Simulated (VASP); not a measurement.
Write the native input for VASP 6.6.1 that does the following.

```
Task                   : band structure
Functional             : PBE
Potentials or basis    : VASP PAW PBE potentials, release 64 (Li_sv, Mo_sv)
Cutoff                 : 520 eV
k mesh                 : 11 × 11 × 6
Occupations            : fermi-dirac, width 0.05 eV
Spin                   : no spin polarisation
Further INCAR settings : ALGO = Normal; EDIFF = 1e-06
```

The structure of LiMo lies in POSCAR:

```
LiMo
1.0
    2.6734600000      0.0000000000      0.0000000000
   -1.3367300000      2.3152800000      0.0000000000
    0.0000000000      0.0000000000      5.0047100000
Li Mo
1 1
Direct
    0.0000000000      0.0000000000      0.0000000000
    0.3333300000      0.6666700000      0.5000000000
```

The cell was built by a generator and needn't be a form met in nature.

One way to write it, as run:

INCAR

```
  ALGO = Normal
  EDIFF = 1E-6
  ENCUT = 520
  GGA = PE
  ISIF = 2
  ISMEAR = -1
  LASPH = True
  LCHARG = False
  LMAXMIX = 4
  LREAL = False
  LWAVE = False
  NELM = 100
  PREC = Accurate
  SIGMA = 0.05
```

KPOINTS

```
k-points
0
Gamma
  11 11 6
```

KPOINTS_OPT

```
path GMKGALHA,LM,KH
10
line-mode
reciprocal
 0.0000000000  0.0000000000  0.0000000000  G
 0.5000000000  0.0000000000  0.0000000000  M

 0.5000000000  0.0000000000  0.0000000000  M
 0.3333333333  0.3333333333  0.0000000000  K

 0.3333333333  0.3333333333  0.0000000000  K
 0.0000000000  0.0000000000  0.0000000000  G

 0.0000000000  0.0000000000  0.0000000000  G
 0.0000000000  0.0000000000  0.5000000000  A

 0.0000000000  0.0000000000  0.5000000000  A
 0.5000000000  0.0000000000  0.5000000000  L

 0.5000000000  0.0000000000  0.5000000000  L
 0.3333333333  0.3333333333  0.5000000000  H

 0.3333333333  0.3333333333  0.5000000000  H
 0.0000000000  0.0000000000  0.5000000000  A

 0.5000000000  0.0000000000  0.5000000000  L
 0.5000000000  0.0000000000  0.0000000000  M

 0.3333333333  0.3333333333  0.0000000000  K
 0.3333333333  0.3333333333  0.5000000000  H
```

Potentials or basis: VASP PAW PBE potentials, release 64 (Li_sv, Mo_sv).

The run is started by

```bash
$ cat potpaw_PBE.64/Li_sv/POTCAR potpaw_PBE.64/Mo_sv/POTCAR > POTCAR
$ mpirun -np 1 vasp_std > vasp.out
```

It gave:

The band gap along the path is none (metal or under the smearing width).

Wall time 22 s on 1 thread of Intel(R) Xeon(R) 6975P-C (Granite Rapids), with other jobs on the host, peak memory 0.22 GiB.
